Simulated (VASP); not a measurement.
Calculation: PBE GGA with D4 dispersion, VASP's PBE PAW potentials (set 64) (plane waves; VASP 6.6.1).

VASP input:

File POSCAR:
```
TiO2
4.6084450
  0.9999999047   0.0000000000   0.0000000000
  0.0000000000   0.9999999047   0.0000000000
  0.0000000000   0.0000000000   0.6424417418
Ti O
2 4
Direct
  0.0000000000   0.0000000000   0.0000000000
  0.5000000000   0.5000000000   0.5000000000
  0.3044685481   0.3044685481   0.0000000000
  0.8044685481   0.1955314519   0.5000000000
  0.1955314519   0.8044685481   0.5000000000
  0.6955314519   0.6955314519   0.0000000000
```

INCAR:
```
SYSTEM = TiO2
PREC = Accurate
ENCUT = 520
EDIFF = 1E-7
NELM = 100
ALGO = Normal
LREAL = .FALSE.
LASPH = .TRUE.
ISMEAR = -5
GGA = PE
IVDW = 13
LMAXMIX = 4
LWAVE = .FALSE.
LCHARG = .TRUE.
LORBIT = 11
NEDOS = 601
ISIF = 2
LEFG = .TRUE.
```

KPOINTS:
```
K-points
0
gamma
  6 6 8
```

POTCAR, in this order: Ti_sv O (PBE.64 set). Program: vasp_std.

The resulting files:

**OUTCAR**
```
 ion  position               nearest neighbor table
   1  0.000  0.000  0.000-   4 1.95   5 1.95   4 1.95   5 1.95   3 1.98   6 1.98
   2  0.500  0.500  0.500-   3 1.95   6 1.95   3 1.95   6 1.95   5 1.98   4 1.98
   3  0.304  0.304  0.000-   2 1.95   2 1.95   1 1.98
   4  0.804  0.196  0.500-   1 1.95   1 1.95   2 1.98
   5  0.196  0.804  0.500-   1 1.95   1 1.95   2 1.98
   6  0.696  0.696  0.000-   2 1.95   2 1.95   1 1.98
  LATTYP: Found a simple tetragonal cell.
 ALAT       =     4.6084445610
 C/A-ratio  =     0.6424418030
 Subroutine PRICEL returns:
 Original cell was already a primitive cell.
 Subroutine GETGRP returns: Found 16 space group operations
The static configuration has the point symmetry D_2h.
 The point group associated with its full space group is D_4h.
The dynamic configuration has the point symmetry D_2h.
 Subroutine INISYM returns: Found 16 space group operations
 Subroutine IBZKPT returns following result:
 Found     50 irreducible k-points:

 Following reciprocal coordinates:
            Coordinates               Weight
  0.000000  0.000000  0.000000      1.000000
  0.166667  0.000000  0.000000      4.000000
  0.333333  0.000000  0.000000      4.000000
...
```

**OSZICAR**
```
       N       E                     dE             d eps       ncg     rms          rms(c)
DAV:   1     0.679110117887E+03    0.67911E+03   -0.25080E+04  2800   0.202E+03
DAV:   2     0.471554094820E+02   -0.63195E+03   -0.61087E+03  3052   0.585E+02
DAV:   3    -0.660179343584E+02   -0.11317E+03   -0.11099E+03  4368   0.216E+02
DAV:   4    -0.709928576901E+02   -0.49749E+01   -0.49698E+01  3712   0.483E+01
DAV:   5    -0.711993158377E+02   -0.20646E+00   -0.20642E+00  3976   0.815E+00    0.322E+01
DAV:   6    -0.541854040307E+02    0.17014E+02   -0.12006E+02  3376   0.104E+02    0.121E+01
DAV:   7    -0.538131756401E+02    0.37223E+00   -0.17797E+01  3524   0.334E+01    0.787E+00
DAV:   8    -0.539050302734E+02   -0.91855E-01   -0.52786E+00  3508   0.207E+01    0.477E+00
DAV:   9    -0.536506796631E+02    0.25435E+00   -0.22875E+00  3568   0.131E+01    0.117E+00
DAV:  10    -0.536601624795E+02   -0.94828E-02   -0.12048E-01  3448   0.272E+00    0.205E-01
DAV:  11    -0.536602425220E+02   -0.80042E-04   -0.60124E-03  3728   0.544E-01    0.101E-01
DAV:  12    -0.536602127891E+02    0.29733E-04   -0.58303E-04  3656   0.169E-01    0.534E-02
DAV:  13    -0.536601796768E+02    0.33112E-04   -0.12417E-04  3896   0.751E-02    0.802E-03
DAV:  14    -0.536601805746E+02   -0.89780E-06   -0.69280E-06  3748   0.214E-02    0.360E-03
DAV:  15    -0.536601812156E+02   -0.64098E-06   -0.24650E-06  3712   0.920E-03    0.288E-03
DAV:  16    -0.536601810535E+02    0.16206E-06   -0.99457E-07  3388   0.849E-03    0.916E-04
DAV:  17    -0.536601810618E+02   -0.83437E-08   -0.69445E-08  1960   0.297E-03
   1 F= -.54892203E+02 E0= -.54892203E+02  d E =0.000000E+00
```

### OUTCAR
```
------------------------ aborting loop because EDIFF is reached ----------------------------------------
  Edisp (eV):   -1.23202
  FORCE on cell =-STRESS in cart. coord.  units (eV):
  Direction    XX          YY          ZZ          XY          YZ          ZX
  --------------------------------------------------------------------------------------
  Total       0.05315     0.05315    -0.09144     0.00000     0.00000     0.00000
  in kB       1.35429     1.35429    -2.33003     0.00000     0.00000     0.00000
  external pressure =        0.13 kB  Pullay stress =        0.00 kB
  volume of cell :       62.88
      direct lattice vectors                 reciprocal lattice vectors
     4.608444561  0.000000000  0.000000000     0.216992954  0.000000000  0.000000000
     0.000000000  4.608444561  0.000000000     0.000000000  0.216992954  0.000000000
     0.000000000  0.000000000  2.960657433     0.000000000  0.000000000  0.337762819
 POSITION                                       TOTAL-FORCE (eV/Angst)
 -----------------------------------------------------------------------------------
      0.00000      0.00000      0.00000         0.000000     -0.000000      0.000000
      2.30422      2.30422      1.48033         0.000000     -0.000000      0.000000
      1.40313      1.40313      0.00000        -0.001809     -0.001809      0.000000
      3.70735      0.90110      1.48033        -0.001809      0.001809      0.000000
      0.90110      3.70735      1.48033         0.001809     -0.001809      0.000000
      3.20532      3.20532      0.00000         0.001809      0.001809      0.000000
 -----------------------------------------------------------------------------------
    total drift:                                0.000000      0.000000      0.000000
  FREE ENERGIE OF THE ION-ELECTRON SYSTEM (eV)
  ---------------------------------------------------
  free  energy   TOTEN  =       -54.8922034713 eV

  energy  without entropy=      -54.8922034713  energy(sigma->0) =      -54.89220347

 total charge

# of ion       s       p       d       tot
------------------------------------------
    1        2.220   6.296   1.709  10.225
    2        2.220   6.296   1.709  10.225
    3        1.572   3.499   0.000   5.071
    4        1.572   3.499   0.000   5.071
    5        1.572   3.499   0.000   5.071
    6        1.572   3.499   0.000   5.071
--------------------------------------------------
tot         10.730  26.587   3.418  40.735

 Electric field gradients after diagonalization (V/A^2)
 (convention: |V_zz| > |V_xx| > |V_yy|)
----------------------------------------------------------------------
 ion       V_xx      V_yy      V_zz     asymmetry (V_yy - V_xx)/ V_zz
----------------------------------------------------------------------
   1      13.568     6.877   -20.445       0.327
   2      13.568     6.877   -20.445       0.327
   3     -22.238    -1.025    23.263       0.912
   4     -22.238    -1.025    23.263       0.912
   5     -22.238    -1.025    23.263       0.912
   6     -22.238    -1.025    23.263       0.912
```
(Selected blocks of OUTCAR.)

The compound is TiO2 in the rutile structure. It was relaxed first.
